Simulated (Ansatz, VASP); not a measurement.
## Al2SeS (Al2SSe, 1 layer) in two plane-wave programs

Aim: how closely do two programs agree when they are given the same cell, functional and k mesh? Of the first pair: The structure shown is the start of the Ansatz relaxation below; VASP solves that cell, so the two are compared at the walk's first step.

Method: plane waves, with VASP 6.6.1 beside it; single point at PBE, in Ansatz 0.2.0.

## Step 1: The structure

The cell holds 4 atoms: 1 Se, 2 Al and 1 S. Cell: a = 3.689 Å, b = 3.689 Å, c = 20.451 Å, α = 90.0°, β = 90.0°, γ = 120.0°. Vacuum lies along c.

## Step 2: Ansatz: relaxation, PBE

Ansatz runs on its default PAW (the set named soft_2) files.

The two programs are compared at the cell with which this relaxation starts, whose forces are those of its first step.

The input, input.yaml:

```yaml
crystal:
  lattice:
    - [3.6894, 0.0, 0.0]
    - [-1.8447, 3.1951141247, 0.0]
    - [0.0, 0.0, 20.4508750197]
  atoms:
    - { symbol: Se, position: [0.3333333333, 0.6666666667, 0.391181306] }
    - { symbol: Al, position: [0.0, 0.0, 0.4493751931] }
    - { symbol: Al, position: [0.0, 0.0, 0.5677075381] }
    - { symbol: S, position: [0.3333333333, 0.6666666667, 0.608818694] }
kpoints:
  mp_grid: { grid: [12, 12, 1] }
hamiltonian:
  xc: pbe
scf:
  occupations: { method: fermi_dirac, width: 0.05 }
  convergence: { dr2_threshold: 1.0e-08 }
efield:
  axis: 3
  dipole_correction: true
  ramp_position: 0.97
  ramp_width: 0.04
relax:
  f_tol: 0.01
  cell: { fix: [c, alpha, beta] }
output:
  write_potential: true
  write_density: true
  volumetric_format: npy
```

Command:

```
ansatz run input.yaml --threads 4 --pin off --max-ram 8192MiB --backend cpu --events-out ev --progress --plain --runs-dir out
```

Numbers of over 12 decimals in the logs are rounded to 6 here.

The log of the run:

```text
Warning: relax.cell: scf.convergence.dr2_threshold = 1e-8 eV is looser than the 4e-10 eV advised for a relaxation that steers and ends on the stress (1e-10 eV for each atom of the cell: 4). What an SCF threshold leaves in a stress goes as its square root, and in the free energy as the threshold itself, and one threshold admits the most on a small cell: [figures from the program's tests cut] Set scf.convergence.dr2_threshold to 4e-10 eV or tighter. The threshold is an SCF's pass mark: one that does not reach it within its budget of iterations ends unconverged, or closes short of it on a stop that the run arms, and scf.convergence.dr2_threshold's page says what that costs each kind of run
Engine: ansatz 0.2.0, aarch64-unknown-linux-gnu
Pseudopotentials: kind: paw
Pseudopotential: Se, paw, valence charge 16, recommended cutoff 420 eV (normal), Se.paw.azcp
Pseudopotential: Al, paw, valence charge 3, recommended cutoff 420 eV (normal), Al.paw.azcp
Pseudopotential: S, paw, valence charge 6, recommended cutoff 420 eV (normal), S.paw.azcp
Functional definition: PBE
  parameter kappa = 0.804
  parameter beta = 0.066725
  exchange = pbe_x(kappa = kappa, mu = beta*pi^2/3)
  correlation = pbe_c(beta = beta)
Crystal: 4 atoms, lattice volume = 241.076 Å³
Basis set: ecut = 420 eV, 4713 PW (Γ), exchange–correlation on 50×50×288 points (8 copies of the dense FFT grid, shifted against one another)
Bands: 18, of which v1, the nominal top of the filled ones, is band 14 counted from 1 (13 counted from 0)
Symmetry: 6 space group operations
Space group: P3m1 (ITA 156), of the structure as read, at distance tolerance 6.2e-5 Å
k-points: 19 of 144 (time reversal used)
Non-local potential: Se, projectors of the file, l = 0: 2, l = 1: 2, l = 2: 3, l = 3: 1
Non-local potential: Al, projectors of the file, l = 0: 2, l = 1: 2, l = 2: 1
Non-local potential: S, projectors of the file, l = 0: 2, l = 1: 2, l = 2: 2
PAW form: soft (Blöchl's): semilocal exchange-correlation on the pseudo side does not see the compensation charge
PAW one-centre angular grid: Se, 590 points (default); XC on 64 Gauss nodes
PAW one-centre angular grid: Al, 110 points (default); XC on 64 Gauss nodes
PAW one-centre angular grid: S, 110 points (default); XC on 64 Gauss nodes
Initial density: superposition of atomic densities (neutral atoms: chi_scale 0, normalization atom), corrected by the library's trained network
Initial wavefunctions: pseudopotential atomic-orbital guess
Functional: x = pbe(κ = 0.804, μ = 0.219515), c = pbe(β = 0.066725)
SCF iter   1: F=—  HF=-7449.075393 eV  |F-HF|=—  |Δ(HF+E_count)|=         —  Δρ=1.52e-3  dr2=1.48e-2  ethr=1.77e-3  p=0.034 e·Å  D=2.54e-2 V/Å  ΔV_dip=-0.52 eV  dr2_dipole=4.82e-6  V_vac-E_F(+/−)=4.63/5.15 eV  ⟨swp⟩=8.9  Hψ=2293  notcnv=0
efield: sawtooth ramp at fractional position 0.9700 (set: `efield.ramp_position`, or a place that a band, a saddle search or an elastic batch's reference lends), width 0.0400; the density the first Hamiltonian is built on has a dipole p = 0.034 e·Å; the dipole correction subtracts the counter field D = 2.54e-2 V/Å, which shifts the + side's vacuum level by -0.52 eV against the − side's; the planar-averaged density in the ramp window peaks in size at 1.4e-5 e/Å³
preconditioner: auto → none  [insulator: Δε(μ)=1.632 eV  Ē_g=9.250 eV  σ=0.050 eV  W_gap=1.00  n_scr=12 (ndim 8)  ℏωp=10.1 eV  f_vac=0.599  D(μ)=0.00/eV (n_scr^D=0)  ε∞_Penn≈2.2]
SCF iter   2: F=—  HF=-7449.076159 eV  |F-HF|=—  |Δ(HF+E_count)|=   7.66e-4  Δρ=8.95e-4  dr2=1.04e-2  ethr=5.28e-5  p=0.036 e·Å  D=2.67e-2 V/Å  ΔV_dip=-0.55 eV  dr2_dipole=4.44e-6  V_vac-E_F(+/−)=4.49/5.04 eV  ⟨swp⟩=2.7  Hψ=712  notcnv=0
SCF iter   3: F=—  HF=-7449.074363 eV  |F-HF|=—  |Δ(HF+E_count)|=   1.80e-3  Δρ=4.27e-4  dr2=8.94e-4  ethr=3.71e-5  p=0.036 e·Å  D=2.73e-2 V/Å  ΔV_dip=-0.56 eV  dr2_dipole=1.06e-4  V_vac-E_F(+/−)=4.58/5.14 eV  ⟨swp⟩=2.1  Hψ=515  notcnv=0
SCF iter   4: F=—  HF=-7449.074819 eV  |F-HF|=—  |Δ(HF+E_count)|=   4.56e-4  Δρ=2.56e-4  dr2=6.98e-4  ethr=3.19e-6  p=0.029 e·Å  D=2.20e-2 V/Å  ΔV_dip=-0.45 eV  dr2_dipole=2.24e-4  V_vac-E_F(+/−)=4.62/5.07 eV  ⟨swp⟩=2.0  Hψ=438  notcnv=0
SCF iter   5: F=—  HF=-7449.074852 eV  |F-HF|=—  |Δ(HF+E_count)|=   3.29e-5  Δρ=1.33e-4  dr2=3.83e-5  ethr=2.49e-6  p=0.033 e·Å  D=2.50e-2 V/Å  ΔV_dip=-0.51 eV  dr2_dipole=5.31e-6  V_vac-E_F(+/−)=4.59/5.10 eV  ⟨swp⟩=1.9  Hψ=404  notcnv=0
SCF iter   6: F=—  HF=-7449.074918 eV  |F-HF|=—  |Δ(HF+E_count)|=   6.59e-5  Δρ=3.57e-5  dr2=2.68e-6  ethr=1.37e-7  p=0.032 e·Å  D=2.41e-2 V/Å  ΔV_dip=-0.49 eV  dr2_dipole=2.16e-7  V_vac-E_F(+/−)=4.60/5.09 eV  ⟨swp⟩=2.2  Hψ=494  notcnv=0
[...]
SCF 3 converged in 7 iterations: F = -7449.297937 eV  dr2 = 6.90e-9
relax step   3: F+E_penalty+E_count = -7449.29793723 eV  Δ(F+E_penalty+E_count) = -5.389e-3 eV  max|allowed force component| = 4.305e-2 eV/Å  Δτ_max = 0.0304 Å  P = +0.055 GPa  Ω = 239.164 Å³  energy of the carried Pulay correction = +1.061e-4 eV  fix = [c, alpha, beta]  reactions: c +0.065 GPa  (7 SCF iters, accepted)
[...]
relax step   4: F+E_penalty+E_count = -7449.29809058 eV  Δ(F+E_penalty+E_count) = -1.533e-4 eV  max|allowed force component| = 6.469e-3 eV/Å  Δτ_max = 0.0030 Å  P = +0.010 GPa  Ω = 239.553 Å³  energy of the carried Pulay correction = +8.444e-5 eV  fix = [c, alpha, beta]  reactions: c +0.013 GPa  (6 SCF iters, accepted)
[...]
relax step   5: F+E_penalty+E_count = -7449.29801454 eV  Δ(F+E_penalty+E_count) = +7.604e-5 eV  max|allowed force component| = 6.519e-3 eV/Å  Δτ_max = 0.0000 Å  P = +0.010 GPa  Ω = 239.553 Å³  fix = [c, alpha, beta]  reactions: c +0.013 GPa  stress off target by 7.93e-3 GPa on what of the cell is left free  SCF on the basis re-selected at this cell (its energy is not comparable with the rows above)  (4 SCF iters)
basis re-selected at this cell: Δ(F+E_penalty+E_count) = +7.604e-5 eV, ΔP = -0.001 GPa vs the last step (what re-selecting the basis moved, of the pressure what is left beyond the Pulay correction that the steps carried, after the strain that the cell walked since its last selection, with what the two solves' SCF thresholds leave and, on support functions, any second-order correction that the steps lacked; it is no m [...]
SCF converged after 4 iterations
Free energy (F): -7449.298015 eV
Harris-Foulkes:  -7449.298015 eV  (|F-HF|=3.21e-9)
Internal energy: -7449.298015 eV  (E = F + TS)
E sigma→0 (E₀):  -7449.298015 eV
Fermi energy:    -0.773227 eV
Dipole field:    D = -0.003541 V/Å  (p = -0.004687 e·Å, saw-weighted, corrected)
Work function:   Φ+ = 4.9778 eV   Φ− = 4.9054 eV
Levels:          The Fermi level and band energies are counted from a zero that moves with the ramp; work functions are not
--- Per-component energies (eV) ---
  E_band       = -604.364844
  E_kinetic    = 270.105359
  E_local      = -11980.655427  (includes V_loc(G=0)·N_el)
  E_nonlocal   = -546.987414
  E_hartree    = 5844.216743
  E_xc         = -280.124414
  E_vxc        = -242.543050  (∫ρ·V_xc dr)
  E_paw        = -3445.961481  (= ΣΔE_a)
  E_vpaw       = 207.343807  (= ΣTr[D̂ρ^β])
  E_aug_tail   = -0.000592  (compensation charges beyond the density's cutoff)
  E_efield     = 0.000008  (sawtooth field / dipole correction)
  E_vefield    = -0.059062  (∫n·V_field dr)
  E_ewald      = 2690.109203
  E_smearing   = -0.000000  (= −TS)
  E_closure    = 0.000000  (closes the sum)
  Σ components = -7449.298015   (vs F -7449.298015, Δ=0.00e0)
--- Forces (eV/Å), atoms counted from 1 ---
  atom   1  Se     0.00000000     0.00000000    -0.00652244
  atom   2  Al     0.00000000    -0.00000000     0.00168085
  atom   3  Al     0.00000000    -0.00000000     0.00577913
  atom   4  S      0.00000000     0.00000000    -0.00095179
  max |Σ_I F_I| component: 1.43e-5 eV/Å
--- Stress (GPa, compression-positive) ---
        0.007933      -0.000000       0.000000
       -0.000000       0.007933      -0.000000
        0.000000      -0.000000       0.013087
  P = ⅓ Tr σ = 0.0097 GPa (0.097 kbar)
--- Band table (eV; the first three rows and the last of 19) ---
  k-point 0: bands = [... 10 lower, -3.3833, -2.1874, -2.1874, -2.0321, 1.1546, 2.1018, 3.4259, 3.4259]
  k-point 1: bands = [... 10 lower, -3.4628, -2.7229, -2.2943, -1.9412, 1.5265, 2.4880, 3.1073, 3.5689]
  k-point 2: bands = [... 10 lower, -3.7016, -3.6642, -2.5593, -1.8600, 1.9338, 2.2821, 3.4700, 3.6594]
  k-point 18: bands = [... 10 lower, -5.4659, -4.0450, -3.3501, -2.6484, 0.3017, 2.5411, 2.6505, 3.5613]
--- Relaxed structure (4 steps of the walk, 4 accepted, 1 SCFs on fresh bases) ---
  F+E_penalty+E_count = -7449.29801454 eV   max|allowed force component| = 6.519e-3 eV/Å   (the final SCF, on the basis selected at the relaxed cell)
  cell:  # Å, volume = 239.5530 Å³
    - [3.677727, 0.0, 0]
    - [-1.838864, 3.185005, 0]
    - [0, 0, 20.4508750197]
  atoms:
    - { symbol: Se, position: [0.333333, 0.666667, 0.384101] }
    - { symbol: Al, position: [0, -3.7007434155248937e-17, 0.443219] }
    - { symbol: Al, position: [0, -3.7007434155248937e-17, 0.569917] }
    - { symbol: S, position: [0.333333, 0.666667, 0.619845] }
```

## Step 3: VASP: single point, PBE, start cell, pair 1

The same cell, functional, mesh and smearing now go to VASP, with its own data sets.

Lines of VASP's logs that name or quote its potential files are left out, and so is its time.

The input, INCAR:

```
SYSTEM = Al2SeS
PREC = Accurate
ENCUT = 400
EDIFF = 1E-06
NELM = 120
ISMEAR = -1
SIGMA = 0.05
LREAL = .FALSE.
ALGO = Normal
GGA = PE
NBANDS = 15
LORBIT = 11
LWAVE = .FALSE.
LCHARG = .FALSE.
ISIF = 2
LDIPOL = .TRUE.
IDIPOL = 3
DIPOL = 0.5 0.5 0.505
LVHAR = .TRUE.
LASPH = .TRUE.
GGA_COMPAT = .FALSE.
EFERMI = MIDGAP
NELMDL = -8
```

The input, POSCAR:

```
Al2SeS
1.0
    3.6894000000      0.0000000000      0.0000000000
   -1.8447000000      3.1951140000      0.0000000000
    0.0000000000      0.0000000000     20.4508750000
Se Al S
1 2 1
Direct
    0.3333333333      0.6666666667      0.3911813064
    1.0000000000      0.0000000000      0.4493751979
    1.0000000000      0.0000000000      0.5677075431
    0.3333333333      0.6666666667      0.6088186936
```

The input, KPOINTS:

```
Automatic mesh
0
Gamma
12 12 1
0 0 0
```

The projector-augmented-wave data sets are Se, Al and S (PBE family, release 64).

Command:

```
mpirun -np 1 vasp_std
```

The log of the run:

```text
[banner, memory and clock lines left out]
running    1 mpi-ranks, on    1 nodes
 distrk:  each k-point on    1 cores,    1 groups
 distr:  one band on    1 cores,    1 groups

 POSCAR found type information on POSCAR SeAlS
 POSCAR found :  3 types and       4 ions
 LDA part: xc-table for (Slater+PW92), standard interpolation
 POSCAR, INCAR and KPOINTS ok, starting setup
 FFT: planning ... GRIDC
 FFT: planning ... GRID_SOFT
 FFT: planning ... GRID
 WAVECAR not read
 entering main loop
       N       E                     dE             d eps       ncg     rms          rms(c)
DAV:   1     0.100102689049E+03    0.10010E+03   -0.50706E+03   570   0.696E+02
DAV:   2    -0.545116800756E+01   -0.10555E+03   -0.99592E+02   834   0.147E+02
DAV:   3    -0.181822950376E+02   -0.12731E+02   -0.12618E+02   774   0.577E+01
DAV:   4    -0.185402542214E+02   -0.35796E+00   -0.35758E+00   759   0.118E+01
DAV:   5    -0.185507472633E+02   -0.10493E-01   -0.10492E-01   865   0.201E+00
DAV:   6    -0.185511714012E+02   -0.42414E-03   -0.42413E-03   823   0.381E-01
DAV:   7    -0.185511864705E+02   -0.15069E-04   -0.15069E-04   896   0.602E-02
DAV:   8    -0.185511866920E+02   -0.22147E-06   -0.22139E-06   626   0.659E-03    0.740E+00
DAV:   9    -0.181438232200E+02    0.40736E+00   -0.58215E-01   766   0.357E+00    0.474E+00
DAV:  10    -0.180463496278E+02    0.97474E-01   -0.50054E-01   801   0.351E+00    0.134E+00
DAV:  11    -0.180430579323E+02    0.32917E-02   -0.45209E-02   808   0.125E+00    0.370E-01
DAV:  12    -0.180420427616E+02    0.10152E-02   -0.60581E-03   738   0.457E-01    0.158E-01
DAV:  13    -0.180420008736E+02    0.41888E-04   -0.10779E-03   773   0.177E-01    0.804E-02
DAV:  14    -0.180419228215E+02    0.78052E-04   -0.25027E-04   808   0.897E-02    0.504E-02
[...]
DAV:  18    -0.180422984380E+02   -0.86151E-04   -0.13517E-05   738   0.158E-02    0.120E-02
DAV:  19    -0.180423118923E+02   -0.13454E-04   -0.24972E-06   758   0.803E-03    0.497E-03
DAV:  20    -0.180423295367E+02   -0.17644E-04   -0.22025E-06   680   0.578E-03    0.306E-03
DAV:  21    -0.180423400265E+02   -0.10490E-04   -0.46176E-07   663   0.292E-03    0.230E-03
DAV:  22    -0.180423514077E+02   -0.11381E-04   -0.66854E-07   600   0.268E-03    0.164E-03
DAV:  23    -0.180423552208E+02   -0.38132E-05   -0.68501E-08   586   0.103E-03    0.941E-04
DAV:  24    -0.180423619852E+02   -0.67644E-05   -0.41304E-07   537   0.168E-03    0.429E-04
DAV:  25    -0.180423629109E+02   -0.92571E-06   -0.42112E-08   621   0.775E-04
   1 F= -.18042363E+02 E0= -.18042363E+02  d E =-.204858E-07
```

From OUTCAR (step 3):

```text
ion  position               nearest neighbor table
   1  0.333  0.667  0.391-   2 2.44   2 2.44   2 2.44
   2  0.000  0.000  0.449-   3 2.42   1 2.44   1 2.44   1 2.44
   3  0.000  0.000  0.568-   4 2.29   4 2.29   4 2.29   2 2.42
   4  0.333  0.667  0.609-   3 2.29   3 2.29   3 2.29

  LATTYP: Found a hexagonal cell.
 ALAT       =     3.6894000000
 C/A-ratio  =     5.5431438716

 Subroutine GETGRP returns: Found  6 space group operations
 (whereof  6 operations were pure point group operations)

The static configuration has the point symmetry C_3v.

 Found     19 irreducible k-points:

   k-points           NKPTS =     19   k-points in BZ     NKDIM =     19   number of bands    NBANDS=     15

   dimension x,y,z NGX =    24 NGY =   24 NGZ =  140
   dimension x,y,z NGXF=    48 NGYF=   48 NGZF=  280

   ENCUT  =  400.0 eV  29.40 Ry    5.42 a.u.   6.02  6.02 33.35*2*pi/ulx,y,z

   NELECT =      18.0000    total number of electrons

 k-points in reciprocal lattice and weights: Automatic mesh
   0.00000000  0.00000000  0.00000000       0.007
   0.08333333  0.00000000  0.00000000       0.042
   0.16666667  0.00000000  0.00000000       0.042
   0.25000000  0.00000000  0.00000000       0.042
   0.33333333  0.00000000  0.00000000       0.042
   0.41666667  0.00000000  0.00000000       0.042
   0.50000000  0.00000000  0.00000000       0.021
   0.08333333  0.08333333  0.00000000       0.042
   0.16666667  0.08333333  0.00000000       0.083
[...]
0.33333333  0.25000000  0.00000000       0.083
   0.33333333  0.33333333  0.00000000       0.014

 dipolmoment           0.000000      0.000000     -0.032970 electrons x Angstroem

 average (electrostatic) potential at core
       1 -59.4516       2 -81.6702       3 -82.3406       4 -93.5957

 E-fermi :  -1.3053

 k-point     1 :       0.0000    0.0000    0.0000
  band No.  band energies     occupation
    ...
      5      -4.6610      2.00000
      6      -4.6610      2.00000
      7      -2.6150      2.00000
      8      -2.6150      2.00000
      9      -2.3727      2.00000
     10       0.4286      0.00000
     11       1.6957      0.00000
     12       2.3493      0.00000
     13       2.3493      0.00000
     14       2.8344      0.00000
    ...

 k-point     2 :       0.0833    0.0000    0.0000
  band No.  band energies     occupation
    ...
      5      -5.0332      2.00000
      6      -4.7390      2.00000
      7      -3.1485      2.00000
      8      -2.7214      2.00000
      9      -2.2555      2.00000
     10       0.7784      0.00000
     11       1.9737      0.00000
     12       2.2231      0.00000
     13       2.5271      0.00000
     14       2.9331      0.00000
    ...

 k-point     3 :       0.1667    0.0000    0.0000
  band No.  band energies     occupation
    ...
      5      -5.1200      2.00000
      6      -4.9369      2.00000
      7      -4.1071      2.00000
      8      -2.9848      2.00000
      9      -2.1684      2.00000
     10       1.0026      0.00000
     11       1.7840      0.00000
     12       2.7985      0.00000
     13       2.9306      0.00000
     14       3.1052      0.00000
    ...

  Total        1.4674084      1.4674083      4.5417578      0.0000000      0.0000000      0.0000000
  in kB        9.7523123      9.7523115     30.1842619      0.0000000      0.0000000      0.0000000
  external PRESSURE =      16.5629619 kB  Pullay stress =       0.0000000 kB

  energy-cutoff  :      400.00
  volume of cell :      241.08
      direct lattice vectors                 reciprocal lattice vectors
     3.689400000  0.000000000  0.000000000     0.271046783  0.156488939  0.000000000
    -1.844700000  3.195114000  0.000000000     0.000000000  0.312977878  0.000000000
     0.000000000  0.000000000 20.450875000     0.000000000  0.000000000  0.048897663

 POSITION                                       TOTAL-FORCE (eV/Angst)
 -----------------------------------------------------------------------------------
     -0.00000      2.13008      8.00000        -0.000000     -0.000000     -0.166649
      0.00000      0.00000      9.19012         0.000000     -0.000000     -1.184253
      0.00000      0.00000     11.61012        -0.000000      0.000000      0.049649
     -0.00000      2.13008     12.45088         0.000000     -0.000000      1.301253
 -----------------------------------------------------------------------------------
    total drift:                                0.000000      0.000001     -0.000041

  FREE ENERGIE OF THE ION-ELECTRON SYSTEM (eV)
  ---------------------------------------------------
  free  energy   TOTEN  =       -18.0423629109 eV

  energy  without entropy=      -18.0423628905  energy(sigma->0) =      -18.04236290

 vacuum level on the upper side and lower side of the slab         3.279         3.785

 total charge
# of ion       s       p       d       tot
------------------------------------------
    1        1.458   2.434   0.030   3.922
    2        0.424   0.377   0.000   0.802
    3        0.412   0.382   0.000   0.795
    4        1.322   2.486   0.000   3.808
--------------------------------------------------
tot          3.617   5.679   0.030   9.326

[... 3 further parts left out ...]
```

## Step 4: Differences

Known differences besides the potentials themselves: the data sets hold 28 valence electrons in Ansatz (on its default PAW (the set named soft_2) files) and 18 in VASP; the cutoff is 420 eV in Ansatz and 400 eV in VASP. Total energies have different zeros and are not compared.

Forces (eV/Å; atoms numbered as in POSCAR):

```tsv
atom	Ansatz x, y, z	VASP x, y, z
Se1	0.000, 0.000, -0.159	0.000, 0.000, -0.167
Al2	0.000, 0.000, -1.188	0.000, 0.000, -1.184
Al3	0.000, 0.000, 0.044	0.000, 0.000, 0.050
S4	0.000, 0.000, 1.304	0.000, 0.000, 1.301
```

The forces differ by 3.1 meV/Å r.m.s., which is 0.6 % of the r.m.s. force of 0.510 eV/Å (both taken over all components). With vacuum in the cell, a pressure given here is an average over mostly empty space and none of the material.

(Part 1 of 2 ends here.)

[Lines on the potential files, build, host, timing and source positions are cut from VASP's logs without a mark.]

[Logs are printed without paths, hosts, clocks, repeated set-up lines and the standing remarks that a program may print on its own settings, such as how far it seeks lower states.]

[Hosts, paths, dates, database ids (printed as entryN), source tags and the programs' standing remarks are cut or masked in the printed files.]
